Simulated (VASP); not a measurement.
VASP ran on this input.

### KPOINTS
```
Automatic mesh
0
Gamma
10 10 10
0 0 0
```

### POSCAR
```
HfC
1
    0.0000000000     2.3200000000     2.3200000000
    2.3200000000     0.0000000000     2.3200000000
    2.3200000000     2.3200000000     0.0000000000
Hf C
1 1
Direct
  0.0000000000   0.0000000000   0.0000000000
  0.5000000000   0.5000000000   0.5000000000
```

INCAR:
```
SYSTEM = HfC
PREC = Accurate
ENCUT = 520
EDIFF = 1E-6
NELM = 100
ALGO = Normal
LREAL = .FALSE.
LASPH = .TRUE.
ISMEAR = 1
SIGMA = 0.1
GGA = PE
LMAXMIX = 6
LWAVE = .FALSE.
LCHARG = .FALSE.
ISIF = 2
LEPSILON = .TRUE.
```

POTCAR, in this order: Hf_pv C (PBE.64 set). Program: vasp_std.

Output of the run:

### standard output
```
...
RMM:   5    -0.857245113558E+00   -0.55823E-06   -0.17739E-04  1324   0.527E-03
RMM:   6    -0.857236347181E+00    0.87664E-05   -0.14111E-05  1052   0.136E-03
RMM:   7    -0.857238414022E+00   -0.20668E-05   -0.20377E-04   873   0.613E-04
RMM:   8    -0.857238652907E+00   -0.23889E-06    0.22221E-05   663   0.443E-04
RMM:   9    -0.857238375849E+00    0.27706E-06    0.45974E-05   439   0.432E-04
RMM:  10    -0.857238716257E+00   -0.34041E-06   -0.96932E-46   317   0.430E-04
 change of polarisation eV/A/(eV/A) component  3 :     0.570    -0.566     1.714
 dielectric tensor                  component  3 :     4.127    -4.101    13.422
 Linear response to external field, progress :
  Direction:   1
       N       E                     dE             d eps       ncg     rms          rms(c)
RMM:   1    -0.367462791594E+01   -0.36746E+01   -0.31076E+01  4495   0.571E+00
RMM:   2    -0.377429522607E+01   -0.99667E-01   -0.74049E-03  3744   0.872E-01    0.275E+00
RMM:   3    -0.377779461997E+01   -0.34994E-02   -0.19662E-02  3511   0.762E-01    0.156E+00
RMM:   4    -0.380553238155E+01   -0.27738E-01   -0.12311E-02  3696   0.850E-01    0.245E-01
RMM:   5    -0.381312765925E+01   -0.75953E-02   -0.61575E-04  3528   0.191E-01    0.530E-02
RMM:   6    -0.381291572693E+01    0.21193E-03   -0.23878E-04  3681   0.385E-02    0.409E-02
RMM:   7    -0.381312027343E+01   -0.20455E-03   -0.36595E-04  4005   0.126E-02    0.626E-03
RMM:   8    -0.381295240382E+01    0.16787E-03   -0.45364E-05  3580   0.788E-03    0.982E-03
RMM:   9    -0.381296654235E+01   -0.14139E-04    0.11484E-05  3482   0.164E-03    0.609E-03
RMM:  10    -0.381297091638E+01   -0.43740E-05   -0.38568E-06  2327   0.849E-04    0.774E-04
RMM:  11    -0.381296467851E+01    0.62379E-05   -0.51888E-06   867   0.463E-04    0.268E-04
RMM:  12    -0.381296433246E+01    0.34605E-06   -0.70881E-07   530   0.439E-04    0.591E-05
 change of polarisation eV/A/(eV/A) component  1 :     7.539     5.859     0.467
 dielectric tensor                  component  1 :    55.624    42.449     3.386
 Linear response to external field, progress :
  Direction:   2
       N       E                     dE             d eps       ncg     rms          rms(c)
RMM:   1    -0.370572140629E+01   -0.37057E+01   -0.31386E+01  4499   0.573E+00
RMM:   2    -0.378048819818E+01   -0.74767E-01   -0.33141E-02  3747   0.869E-01    0.275E+00
RMM:   3    -0.377819111377E+01    0.22971E-02   -0.10348E-02  3514   0.751E-01    0.156E+00
RMM:   4    -0.380551063942E+01   -0.27320E-01   -0.11676E-02  3698   0.849E-01    0.248E-01
RMM:   5    -0.381314736160E+01   -0.76367E-02   -0.46131E-04  3524   0.191E-01    0.519E-02
RMM:   6    -0.381285207461E+01    0.29529E-03   -0.36907E-05  3678   0.389E-02    0.420E-02
RMM:   7    -0.381310160882E+01   -0.24953E-03    0.81087E-05  4010   0.130E-02    0.638E-03
RMM:   8    -0.381294068327E+01    0.16093E-03    0.59126E-05  3591   0.801E-03    0.106E-02
RMM:   9    -0.381295433065E+01   -0.13647E-04   -0.77054E-06  3477   0.161E-03    0.628E-03
RMM:  10    -0.381295887919E+01   -0.45485E-05   -0.14791E-05  2404   0.828E-04    0.146E-03
RMM:  11    -0.381295456225E+01    0.43169E-05   -0.40664E-06   842   0.445E-04    0.382E-04
RMM:  12    -0.381295422667E+01    0.33559E-06   -0.23639E-09   548   0.442E-04    0.764E-05
 change of polarisation eV/A/(eV/A) component  2 :     5.781     7.539    -0.415
 dielectric tensor                  component  2 :    41.888    55.623    -3.004
 Linear response to external field, progress :
  Direction:   3
       N       E                     dE             d eps       ncg     rms          rms(c)
RMM:   1    -0.370066287331E+01   -0.37007E+01   -0.31336E+01  4500   0.573E+00
RMM:   2    -0.377032055220E+01   -0.69658E-01    0.18109E-02  3744   0.877E-01    0.275E+00
RMM:   3    -0.377745031445E+01   -0.71298E-02   -0.20029E-02  3517   0.763E-01    0.156E+00
RMM:   4    -0.380553819007E+01   -0.28088E-01   -0.12543E-02  3692   0.850E-01    0.246E-01
RMM:   5    -0.381315458981E+01   -0.76164E-02   -0.66340E-04  3531   0.191E-01    0.524E-02
RMM:   6    -0.381289517928E+01    0.25941E-03    0.10382E-04  3665   0.388E-02    0.414E-02
RMM:   7    -0.381311205619E+01   -0.21688E-03    0.61560E-04  4006   0.127E-02    0.643E-03
RMM:   8    -0.381294351941E+01    0.16854E-03    0.64046E-04  3599   0.795E-03    0.101E-02
RMM:   9    -0.381295516348E+01   -0.11644E-04    0.14137E-05  3456   0.163E-03    0.614E-03
RMM:  10    -0.381295927387E+01   -0.41104E-05    0.19078E-05  2349   0.830E-04    0.106E-03
RMM:  11    -0.381295366329E+01    0.56106E-05   -0.24645E-06   881   0.456E-04    0.354E-04
RMM:  12    -0.381295342013E+01    0.24316E-06   -0.38601E-08   529   0.436E-04    0.331E-05
 change of polarisation eV/A/(eV/A) component  3 :     0.383     4.982     7.539
 dielectric tensor                  component  3 :     2.775    36.098    55.623
 Born effective charges drift removed
```

**OUTCAR**
```
------------------------ aborting loop because EDIFF is reached ----------------------------------------

 HEAD OF MICROSCOPIC STATIC DIELECTRIC TENSOR (INDEPENDENT PARTICLE, excluding Hartree and local field effects)
 ------------------------------------------------------
          55.798778    -0.000000     0.000000
           0.000000    55.798778     0.000000
          -0.000000     0.000000    55.798778
 ------------------------------------------------------

 MACROSCOPIC STATIC DIELECTRIC TENSOR (including local field effects in DFT)
 ------------------------------------------------------
          55.623452     0.000000    -0.000000
           0.000000    55.623452    -0.000000
           0.000000     0.000000    55.623452
 ------------------------------------------------------

 PIEZOELECTRIC TENSOR (including local field effects)  for field in x, y, z        (e  Angst)
          XX          YY          ZZ          XY          YZ          ZX
  --------------------------------------------------------------------------------
  x     0.00000     0.00000     0.00000     0.00000     0.00000     0.00000
  y     0.00000     0.00000     0.00000     0.00000     0.00000     0.00000
  z     0.00000     0.00000     0.00000     0.00000     0.00000     0.00000

 PIEZOELECTRIC TENSOR (including local field effects)  for field in x, y, z        (C/m^2)
          XX          YY          ZZ          XY          YZ          ZX
  --------------------------------------------------------------------------------
  x     0.00000     0.00000     0.00000     0.00000     0.00000     0.00000
  y     0.00000     0.00000     0.00000     0.00000     0.00000     0.00000
  z     0.00000     0.00000     0.00000     0.00000     0.00000     0.00000

 BORN EFFECTIVE CHARGES (including local field effects) (in |e|, cummulative output)
 ---------------------------------------------------------------------------------
 ion    1
    1     3.97009    -0.00000     0.00000
    2     0.00000     3.97009     0.00000
    3     0.00000     0.00000     3.97009
 ion    2
    1    -3.97009     0.00000     0.00000
    2    -0.00000    -3.97009     0.00000
    3     0.00000     0.00000    -3.97009
```
(Selected blocks of OUTCAR.)

Q: The run ends quietly. Is anything wrong with it?

A: The cause: LEPSILON was set for a metal. The run ends without an error. Against the sound run, the energy per atom (σ→0) stays essentially unchanged; the pressure is nearly the same. To mend it, drop LEPSILON, since a metal has no finite static dielectric tensor or Born charges. The plain static run on this cell (PBE GGA, plane waves, VASP's PBE PAW potentials (set 64)) converges, and its OSZICAR ends with
```
   1 F= -.21042485E+02 E0= -.21042599E+02  d E =0.342125E-03
```

The compound is HfC in the rock salt structure. The cell was not relaxed at this level.
